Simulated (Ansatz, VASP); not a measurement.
## Two plane-wave programs on HfMoC2

```
Hf Mo C
1.0
     1.58757    0.91658    5.20357
    -1.58757    0.91658    5.20357
     0.00000   -1.83316    5.20357
Hf Mo C
1 1 2
Cartesian
  0.0000 0.0000 0.0000
  0.0000 0.0000 7.8054
  0.0000 0.0000 3.8416
  0.0000 0.0000 11.7691
```

Alike in both runs: task relaxation of cell and atoms; functional PBE; k mesh 6 × 6 × 6; occupations gaussian, width 0.1 eV; no spin polarisation.

```csv
,VASP,Ansatz
version,VASP 6.6.1,Ansatz 0.2.0
potentials or method,"VASP PAW PBE potentials, release 64 (Hf_pv, Mo_sv, C)","scalar-relativistic, plane waves, PAW"
plane-wave cutoff (eV),600,420
valence electrons in the cell,32,48
```

|  | VASP | Ansatz | Ansatz less VASP |
| --- | --- | --- | --- |
| gap on the k mesh at the Fermi level, each at its own relaxed structure (eV) | none | none | - |
| relaxed volume (Å³/atom) | 11.33 | 11.34 | +0.016 |
| relaxed cell length with the largest relative difference (Å) | 5.523 | 5.522 | -0.0011 |

A gap of «none» marks a metal or a gap that the smearing closes. The two sets of potentials don't hold the same shells in valence.

Caveats: the k mesh is coarse (spacing up to 0.39 Å⁻¹), so the values aren't converged. Spin-orbit coupling is left out, which matters for the levels of Hf.
